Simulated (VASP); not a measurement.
Data:

```
CELL_PARAMETERS angstrom
      0.00000     3.44500     3.44500
      3.44500     0.00000     3.44500
      3.44500     3.44500     0.00000
ATOMIC_POSITIONS crystal
  Rb 0.00000 0.00000 0.00000
  Br 0.50000 0.50000 0.50000
```

Level of theory: PBE GGA, VASP's PBE PAW potentials (set 64) (plane waves; VASP). Run with 400 eV cut-off, 6×6×6 Γ-centred mesh, Gaussian smearing of 0.050 eV, potentials Rb_sv Br.

**Question.** Predict the energy per atom (σ→0), band gap (on the k-mesh) with the smallest direct gap where there is one.

**Answer.** 
```json
{
  "band gap (on the k-mesh)": "4.32 eV",
  "smallest direct gap (on the k-mesh)": "4.32 eV",
  "energy per atom (σ→0)": "-3.052 eV/atom"
}
```

Only differences to runs with the same potentials and settings are physical.

The compound is RbBr in the rock salt structure. The cell was not relaxed at this level.
